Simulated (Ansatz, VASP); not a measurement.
# F (F2) in two plane-wave programs

Aim: how closely do two programs agree when they are given the same cell, functional and k mesh? The structure shown is the end of the VASP relaxation below.

Main program and level: Ansatz 0.2.0; plane waves, with VASP 6.6.1 beside it; single point at PBE.

## 1. Set-up

The cell holds 2 atoms: 2 F. Its edges and angles: a = 11.000 Å, b = 11.500 Å, c = 14.000 Å, α = 90.0°, β = 90.0°, γ = 90.0°. Vacuum lies along a, b and c.

## 2. VASP: relaxation, PBE

This run makes the geometry at which the two programs are then compared.

Lines of VASP's logs that name or quote its potential files are left out, and so is its time.

File INCAR:

```
SYSTEM = F
PREC = Normal
ENCUT = 400
EDIFF = 1E-05
NELM = 120
ISMEAR = 0
SIGMA = 0.01
LREAL = Auto
ALGO = Fast
GGA = PE
NBANDS = 13
LORBIT = 11
LWAVE = .FALSE.
LCHARG = .FALSE.
NCORE = 4
IBRION = 2
NSW = 20
ISIF = 2
EDIFFG = -0.03
POTIM = 0.4
MAXMIX = 40
ISYM = 0
```

File POSCAR:

```
F
1.0
   11.0000000000      0.0000000000      0.0000000000
    0.0000000000     11.5000000000      0.0000000000
    0.0000000000      0.0000000000     14.0000000000
F
2
Direct
    0.5000000000      0.5000000000      0.4496428600
    0.5000000000      0.5000000000      0.5503571400
```

File KPOINTS:

```
Automatic mesh
0
Gamma
1 1 1
0 0 0
```

Potentials, in the order of the species: F (PBE family, release 64).

Started as:

```bash
$ mpirun -np 4 vasp_gam
```

Numbers of over 12 decimals in the logs are rounded to 6 here.

What it wrote:

```text
[banner, memory and clock lines left out]
running    4 mpi-ranks, on    1 nodes
 distrk:  each k-point on    4 cores,    1 groups
 distr:  one band on    4 cores,    1 groups

 POSCAR found type information on POSCAR F
 POSCAR found :  1 types and       2 ions
|                                                                             |
|               ----> ADVICE to this user running VASP <----                  |
|                                                                             |
|     You have a (more or less) 'small supercell' and for smaller cells       |
|     it is recommended to use the reciprocal-space projection scheme!        |
|     The real-space optimization is not efficient for small cells and it     |
|     is also less accurate ...                                               |
|     Therefore, set LREAL=.FALSE. in the INCAR file.                         |
|                                                                             |

 LDA part: xc-table for (Slater+PW92), standard interpolation
 POSCAR, INCAR and KPOINTS ok, starting setup
 FFT: planning ... GRIDC
 FFT: planning ... GRID_SOFT
 FFT: planning ... GRID
 WAVECAR not read
 entering main loop
       N       E                     dE             d eps       ncg     rms          rms(c)
DAV:   1     0.189296395933E+03    0.18930E+03   -0.29633E+03    34   0.491E+02
DAV:   2     0.591960876292E+02   -0.13010E+03   -0.12585E+03    52   0.987E+01
DAV:   3    -0.237328377163E+01   -0.61569E+02   -0.61260E+02    44   0.122E+02
DAV:   4    -0.443607199619E+01   -0.20628E+01   -0.20627E+01    34   0.295E+01
DAV:   5    -0.443905642305E+01   -0.29844E-02   -0.29834E-02    44   0.959E-01    0.797E+00
RMM:   6    -0.371237006767E+01    0.72669E+00   -0.24261E-01    26   0.425E+00    0.444E+00
RMM:   7    -0.355320289207E+01    0.15917E+00   -0.34089E-01    26   0.522E+00    0.508E-01
RMM:   8    -0.354937930986E+01    0.38236E-02   -0.18651E-02    26   0.129E+00    0.730E-02
RMM:   9    -0.354986685752E+01   -0.48755E-03   -0.15927E-03    26   0.346E-01    0.404E-02
RMM:  10    -0.355034545660E+01   -0.47860E-03   -0.35560E-04    26   0.157E-01    0.175E-02
RMM:  11    -0.355051922309E+01   -0.17377E-03   -0.73600E-05    25   0.606E-02    0.698E-03
RMM:  12    -0.355072956516E+01   -0.21034E-03   -0.38456E-05    24   0.394E-02    0.612E-03
RMM:  13    -0.355080766342E+01   -0.78098E-04   -0.11877E-05    19   0.247E-02    0.534E-03
RMM:  14    -0.355095831884E+01   -0.15066E-03   -0.16733E-05    19   0.201E-02    0.217E-03
RMM:  15    -0.355098790341E+01   -0.29585E-04   -0.39002E-06    19   0.126E-02    0.200E-03
RMM:  16    -0.355101443023E+01   -0.26527E-04   -0.17332E-06    17   0.745E-03    0.121E-03
RMM:  17    -0.355102777613E+01   -0.13346E-04   -0.60379E-07    18   0.604E-03    0.620E-04
RMM:  18    -0.355103379333E+01   -0.60172E-05    0.00000E+00    12   0.302E-03
   1 F= -.35510338E+01 E0= -.35510338E+01  d E =-.355103E+01
 curvature:   0.00 expect dE= 0.000E+00 dE for cont linesearch  0.000E+00
 trial: gam= 0.00000 g(F)=  0.181E-01 g(S)=  0.000E+00 ort = 0.000E+00 (trialstep = 0.100E+01)
 search vector abs. value=  0.181E-01
 bond charge predicted
       N       E                     dE             d eps       ncg     rms          rms(c)
DAV:   1    -0.353944250637E+01    0.11585E-01   -0.55090E+00    36   0.206E+01    0.743E-01
RMM:   2    -0.353734677567E+01    0.20957E-02   -0.58176E-02    26   0.217E+00    0.532E-01
RMM:   3    -0.354280786707E+01   -0.54611E-02   -0.90757E-03    26   0.893E-01    0.142E-01
RMM:   4    -0.354250505517E+01    0.30281E-03   -0.50535E-03    26   0.567E-01    0.479E-02
RMM:   5    -0.354362823958E+01   -0.11232E-02   -0.87570E-04    26   0.247E-01    0.529E-02
RMM:   6    -0.354366962573E+01   -0.41386E-04   -0.19940E-04    26   0.113E-01    0.481E-03
RMM:   7    -0.354371188490E+01   -0.42259E-04   -0.50382E-05    25   0.559E-02    0.126E-02
RMM:   8    -0.354374817063E+01   -0.36286E-04   -0.19471E-05    19   0.366E-02    0.347E-03
RMM:   9    -0.354375806958E+01   -0.98990E-05   -0.11931E-06    19   0.852E-03
   2 F= -.35437581E+01 E0= -.35437581E+01  d E =0.727572E-02
 trial-energy change:    0.007276  1 .order    0.006291   -0.018066    0.030649
 step:   0.3435(harm=  0.3709)  dis= 0.00641  next Energy=    -3.554097 (dE=-0.306E-02)
 bond charge predicted
       N       E                     dE             d eps       ncg     rms          rms(c)
DAV:   1    -0.355208679281E+01   -0.83386E-02   -0.23671E+00    26   0.135E+01    0.481E-01
RMM:   2    -0.355246342907E+01   -0.37664E-03   -0.26939E-02    26   0.150E+00    0.686E-02
RMM:   3    -0.355397962664E+01   -0.15162E-02   -0.18337E-03    26   0.405E-01    0.160E-02
RMM:   4    -0.355409165950E+01   -0.11203E-03   -0.15839E-04    24   0.106E-01    0.746E-03
RMM:   5    -0.355410300532E+01   -0.11346E-04   -0.22751E-05    21   0.393E-02    0.377E-03
RMM:   6    -0.355410361161E+01   -0.60630E-06   -0.45323E-06    19   0.157E-02
   3 F= -.35541036E+01 E0= -.35541036E+01  d E =-.306982E-02
 curvature:  -0.19 expect dE=-0.596E-07 dE for cont linesearch -0.596E-07
 trial: gam=-0.00420 g(F)=  0.322E-06 g(S)=  0.000E+00 ort = 0.763E-04 (trialstep = 0.869E+00)
 search vector abs. value=  0.106E-09
 reached required accuracy - stopping structural energy minimisation
```

From OUTCAR (step 2):

```text
ion  position               nearest neighbor table
   1  0.500  0.500  0.450-   2 1.41
   2  0.500  0.500  0.550-   1 1.41

 Found      1 irreducible k-points:

   k-points           NKPTS =      1   k-points in BZ     NKDIM =      1   number of bands    NBANDS=     13

   dimension x,y,z NGX =    54 NGY =   56 NGZ =   70
   dimension x,y,z NGXF=   108 NGYF=  112 NGZF=  140

   ENCUT  =  400.0 eV  29.40 Ry    5.42 a.u.  17.94 18.75 22.83*2*pi/ulx,y,z

   NELECT =      14.0000    total number of electrons

 k-points in reciprocal lattice and weights: Automatic mesh
   0.00000000  0.00000000  0.00000000       1.000

 average (electrostatic) potential at core
       1 -88.0985       2 -88.0985

 E-fermi :  -9.3922

 k-point     1 :       0.0000    0.0000    0.0000
  band No.  band energies     occupation
    ...
      3     -15.4026      2.00000
      4     -12.7344      2.00000
      5     -12.7329      2.00000
      6      -9.4402      2.00000
      7      -9.4386      2.00000
      8      -6.1018      0.00000
      9      -0.2861      0.00000
     10       0.5076      0.00000
     11       0.5819      0.00000
     12       0.9141      0.00000
    ...

  Total       -2.9139246     -2.8466533     -1.8343005      0.0000006     -0.0000013      0.0000005
  in kB       -2.6361513     -2.5752927     -1.6594436      0.0000006     -0.0000011      0.0000005
  external PRESSURE =      -2.2902959 kB  Pullay stress =       0.0000000 kB

  energy-cutoff  :      400.00
  volume of cell :     1771.00
      direct lattice vectors                 reciprocal lattice vectors
    11.000000000  0.000000000  0.000000000     0.090909091  0.000000000  0.000000000
     0.000000000 11.500000000  0.000000000     0.000000000  0.086956522  0.000000000
     0.000000000  0.000000000 14.000000000     0.000000000  0.000000000  0.071428571

 POSITION                                       TOTAL-FORCE (eV/Angst)
 -----------------------------------------------------------------------------------
      5.50000      5.75000      6.28859        -0.000000      0.000001     -0.002042
      5.50000      5.75000      7.71141         0.000000     -0.000001      0.002042
 -----------------------------------------------------------------------------------
    total drift:                                0.000001     -0.000004     -0.000011

  FREE ENERGIE OF THE ION-ELECTRON SYSTEM (eV)
  ---------------------------------------------------
  free  energy   TOTEN  =        -3.5541036116 eV

  energy  without entropy=       -3.5541036116  energy(sigma->0) =       -3.55410361

 reached required accuracy - stopping structural energy minimisation

 total charge
# of ion       s       p       d       tot
------------------------------------------
    1        1.800   4.129   0.000   5.929
    2        1.800   4.129   0.000   5.929
--------------------------------------------------
tot          3.600   8.258   0.000  11.858
```

CONTCAR:

```
F
   1.00000000000000
    11.0000000000000000    0.0000000000000000    0.0000000000000000
     0.0000000000000000   11.5000000000000000    0.0000000000000000
     0.0000000000000000    0.0000000000000000   14.0000000000000000
  F
     2
Direct
     0.4999999991113097    0.5000000012704877    0.4491847265950309
     0.5000000008886902    0.4999999987295123    0.5508152734049692
```

## 3. Ansatz: single point, PBE

Ansatz runs on its default PAW (the set named soft_2) files.

The same cell, functional, mesh and smearing now go to Ansatz, which takes its cutoff from its data sets.

File input.yaml:

```yaml
crystal:
  lattice:
    - [11.0, 0.0, 0.0]
    - [0.0, 11.5, 0.0]
    - [0.0, 0.0, 14.0]
  atoms:
    - { symbol: F, position: [0.5, 0.5, 0.44918473] }
    - { symbol: F, position: [0.5, 0.5, 0.55081527] }
hamiltonian:
  xc: pbe
  pseudopotentials: { kind: paw }
kpoints:
  mp_grid: { grid: [1, 1, 1] }
scf:
  occupations: { method: gaussian, width: 0.01 }
  n_extra_bands: 4
output:
  forces: true
  eigenvalues: true
```

Started as:

```bash
$ ansatz run input.yaml --threads 8 --pin off --max-ram 18432MiB --backend cpu --events-out ev --progress --plain --runs-dir out
```

What it wrote:

```text
scf.n_extra_bands = 4 over 7 filled bands (N_el = 14.0): the run solves 11 bands
Engine: ansatz 0.2.0, aarch64-unknown-linux-gnu
Pseudopotentials: kind: paw
Pseudopotential: F, paw, valence charge 7, recommended cutoff 420 eV (normal), F.paw.azcp
Functional definition: PBE
  parameter kappa = 0.804
  parameter beta = 0.066725
  exchange = pbe_x(kappa = kappa, mu = beta*pi^2/3)
  correlation = pbe_c(beta = beta)
Crystal: 2 atoms, lattice volume = 1771.000 Å³
Basis set: ecut = 420 eV, 34701 PW (Γ), exchange–correlation on 150×160×192 points (8 copies of the dense FFT grid, shifted against one another)
Bands: 11, of which v1, the nominal top of the filled ones, is band 7 counted from 1 (6 counted from 0)
Symmetry: 8 space group operations
Space group: Pmmm (ITA 47), of the structure as read, at distance tolerance 1.2e-4 Å
k-points: 1
Non-local potential: F, projectors of the file, l = 0: 2, l = 1: 2, l = 2: 1
PAW form: soft (Blöchl's): semilocal exchange-correlation on the pseudo side does not see the compensation charge
PAW one-centre angular grid: F, 110 points (default); XC on 64 Gauss nodes
Initial density: superposition of atomic densities (neutral atoms: chi_scale 0, normalization atom), corrected by the library's trained network
Initial wavefunctions: pseudopotential atomic-orbital guess
Functional: x = pbe(κ = 0.804, μ = 0.219515), c = pbe(β = 0.066725)
SCF iter   1: F=—  HF=-1611.183950 eV  |F-HF|=—  |Δ(HF+E_count)|=         —  Δρ=2.30e-4  dr2=1.03e-4  ethr=1.77e-3  ⟨swp⟩=5.0  Hψ=68  notcnv=0
preconditioner: auto → Resta (q_TF=auto, 1.218 Å⁻¹)  ε∞=1.1  [insulator: Δε(μ)=3.488 eV  Ē_g=10.583 eV  σ=0.010 eV  W_gap=1.00  n_scr=52 (ndim 8)  ℏωp=2.8 eV  f_vac=0.958  D(μ)=0.00/eV (n_scr^D=0)  ε∞_Penn≈1.1  vacuum switching on, ρ_ref=8.1e-3 e/Å³]
SCF iter   2: F=—  HF=-1611.185454 eV  |F-HF|=—  |Δ(HF+E_count)|=   1.50e-3  Δρ=1.32e-4  dr2=4.79e-5  ethr=7.34e-7  ⟨swp⟩=4.0  Hψ=35  notcnv=0
SCF iter   3: F=—  HF=-1611.185894 eV  |F-HF|=—  |Δ(HF+E_count)|=   4.40e-4  Δρ=5.38e-5  dr2=6.39e-6  ethr=3.42e-7  ⟨swp⟩=4.0  Hψ=26  notcnv=0
SCF iter   4: F=—  HF=-1611.186052 eV  |F-HF|=—  |Δ(HF+E_count)|=   1.58e-4  Δρ=1.02e-5  dr2=6.70e-7  ethr=4.56e-8  ⟨swp⟩=4.0  Hψ=28  notcnv=0
SCF iter   5: F=—  HF=-1611.186053 eV  |F-HF|=—  |Δ(HF+E_count)|=   1.27e-6  Δρ=4.03e-6  dr2=1.06e-7  ethr=4.79e-9  ⟨swp⟩=3.0  Hψ=19  notcnv=0
SCF iter   6: F=-1611.186054 eV  HF=-1611.186054 eV  |F-HF|=1.74e-8  |Δ(HF+E_count)|=   1.58e-7  Δρ=1.32e-6  dr2=1.13e-8  ethr=7.14e-10  ⟨swp⟩=8.0  Hψ=54  notcnv=0
SCF 1 converged in 6 iterations: F = -1611.186054 eV  dr2 = 1.13e-8
  greatest PAW one-centre occupation: 0.939 electrons in one spin orbital (limit 2), on the F atom at site 1 (counted from 0), in its partial waves of l = 0
SCF converged after 6 iterations
Free energy (F): -1611.186054 eV
Harris-Foulkes:  -1611.186054 eV  (|F-HF|=1.74e-8)
Internal energy: -1611.186054 eV  (E = F + TS)
E sigma→0 (E₀):  -1611.186054 eV
Fermi energy:    -7.641401 eV
--- Per-component energies (eV) ---
  E_band       = -241.742559
  E_kinetic    = 403.262690
  E_local      = -3093.256764  (includes V_loc(G=0)·N_el)
  E_nonlocal   = 146.790700
  E_hartree    = 1314.885046
  E_xc         = -155.999251
  E_vxc        = -199.779287  (∫ρ·V_xc dr)
  E_paw        = -398.172796  (= ΣΔE_a)
  E_vpaw       = -128.530145  (= ΣTr[D̂ρ^β])
  E_aug_tail   = 0.004021  (compensation charges beyond the density's cutoff)
  E_ewald      = 171.300300
  E_smearing   = -0.000000  (= −TS)
  E_closure    = -0.000000  (closes the sum)
  Σ components = -1611.186054   (vs F -1611.186054, Δ=0.00e0)
--- Forces (eV/Å), atoms counted from 1 ---
  atom   1  F      0.00000000     0.00000000     0.30182608
  atom   2  F      0.00000000     0.00000000    -0.30182608
  max |Σ_I F_I| component: 0.00e0 eV/Å
--- Band table (eV) ---
  k-point 0: bands = [... 3 lower, -12.6812, -12.6811, -9.3873, -9.3872, -5.8957, -0.2261, 0.5764, 0.6362]
```

Wall time 1.4 s (8 threads of Arm Neoverse V1, shared host); peak memory 0.84 GiB.

## 4. Side by side

Known differences besides the potentials themselves: the cutoff is 420 eV in Ansatz and 400 eV in VASP (PREC = Normal, projectors in real space); VASP leaves aspherical gradient terms in its spheres out (LASPH is not set), Ansatz keeps them. Total energies have different zeros and are not compared.

Compared:

| quantity | Ansatz | VASP | difference |
| --- | --- | --- | --- |
| gap on the k mesh (eV) | 3.491 | 3.337 | +0.155 |

At this near-relaxed geometry the largest component of a force difference is 304 meV/Å.

## 5. What the set-up changes

Further runs change the set-up of one program: Ansatz's method, potentials or start, or VASP's data sets, cutoff or form of LDA. The table gives Ansatz less VASP for each quantity, since a change that brings one quantity closer may part another.

| run | r.m.s. force difference (meV/Å) | gap on the k mesh (eV) |
| --- | --- | --- |
| as above | 175 | 0.15 |
| Ansatz's larger PAW set (cutoff 1300 eV) | 205 | 0.17 |
| norm-conserving potentials (cutoff 1320 eV) | 120 | -0.056 |

## 6. What came out

- r.m.s. force difference (single point, PBE): 175 meV/Å
- difference in gap on the k mesh (single point, PBE): 0.15 eV

The r.m.s. force difference is 175 meV/Å (single point, PBE), beyond the 12 meV/Å picked in this series as the mark of a large difference. By the marks of this series, far apart in the single point, PBE pair: the r.m.s. force difference, 175 meV/Å and the difference in gap on the k mesh, 0.15 eV. Single point, PBE, norm-conserving potentials (cutoff 1320 eV): r.m.s. force difference goes from 175 to 120 meV/Å; the difference in gap on the k mesh goes from 0.15 to -0.056 eV. How closely two codes agree says nothing of how well the functional describes the real material.

[Lines on the potential files, build, host, timing and source positions are cut from VASP's logs without a mark.]

[Logs are printed without paths, hosts, clocks, repeated set-up lines and the standing remarks that a program may print on its own settings, such as how far it seeks lower states.]

[Hosts, paths, dates, database ids (printed as entryN), source tags and the programs' standing remarks are cut or masked in the printed files.]
